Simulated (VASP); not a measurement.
Crystal: NiGe2O3.

```
Ni Ge O
1.0
     3.66648    0.00000    0.00000
    -1.83324    3.17526    0.00000
     0.00000    0.00000    7.20210
Ni Ge O
1 2 3
Direct
  0.66667 0.33333 0.00000
  0.33333 0.66667 0.24782
  0.33333 0.66667 0.75218
  0.66667 0.33333 0.50000
  0.00000 0.00000 0.00000
  0.00000 0.00000 0.50000
```

The cell was built by a generator and needn't be a form met in nature.

* Program: VASP 6.6.1
* Task: relaxation of cell and atoms
* Functional: PBE
* Potentials or basis: VASP PAW PBE potentials, release 64 (Ni, Ge_d, O)
* Cutoff: 520 eV
* k mesh: 4 × 4 × 2
* Occupations: gaussian, width 0.15 eV
* Spin: collinear spin, ferromagnetic start
* Starting moments: [1.0, 0.0, 0.0, 0.0, 0.0, 0.0] μB

At the start: pressure -13.4 GPa; volume 13.97 Å³/atom.

Question: How do energy, volume and symmetry change on relaxing?

Answer: Over 22 steps the energy falls by 189.6 meV/atom and the volume is 12.16 Å³/atom (-13.0 %); space group P-6m2 (No. 187, to 0.05 Å); moment 0.68 μB per cell.

The path:
```
step  energy change (eV)  largest force (eV/Å)  pressure (GPa)  volume (Å³)
   1              0.0000                0.9595          -13.40        83.85
   2              9.5379                4.0852           26.70        70.43
   3              4.6176                1.3905            5.96        77.26
   4             -0.1965                1.4242           -3.52        78.29
   5             -0.4618                0.9836           -7.72        77.60
   6             -0.4747                0.9439           -5.90        77.39
   7             -0.6678                0.8950           -3.08        75.07
   8             -0.9142                0.8747            0.65        69.77
   9              2.4606                1.6007           39.88        59.51
  10             -0.9031                0.8539            5.68        68.71
  11             -0.9998                0.7231            0.67        70.15
  12             -1.0257                0.4300           -2.89        71.37
  13             -1.0252                0.5519           -0.29        71.10
  14             -1.0259                0.4666           -1.95        71.25
  15             -1.0598                0.0539            0.19        70.83
  16             -1.0622                0.0845            1.30        70.73
  17             -1.1016                0.1088            0.78        71.26
  18             -1.1326                0.2379            1.27        72.17
  19             -1.1325                0.2677            0.73        72.31
  20             -1.1327                0.2425            1.24        72.26
  21             -1.1358                0.0787           -1.29        73.35
  22             -1.1374                0.0539            0.27        72.94
```

Final structure:
```cif
data_structure
_symmetry_space_group_name_H-M 'P 1'
_symmetry_Int_Tables_number 1
_cell_length_a 3.5658
_cell_length_b 3.5658
_cell_length_c 6.6239
_cell_angle_alpha 90.000
_cell_angle_beta 90.000
_cell_angle_gamma 120.000
_cell_volume 72.94
loop_
_atom_site_label
_atom_site_type_symbol
_atom_site_fract_x
_atom_site_fract_y
_atom_site_fract_z
_atom_site_occupancy
Ni1 Ni 0.66667 0.33333 0.00000 1
Ge1 Ge 0.33333 0.66667 0.29559 1
Ge2 Ge 0.33333 0.66667 0.70441 1
O1 O 0.66667 0.33333 0.50000 1
O2 O 0.00000 0.00000 0.00000 1
O3 O 0.00000 0.00000 0.50000 1
```

Caveat: the k mesh is coarse (spacing up to 0.49 Å⁻¹), so the values aren't converged; a cell with one magnetic atom can't hold antiferromagnetic order, which such compounds often take.
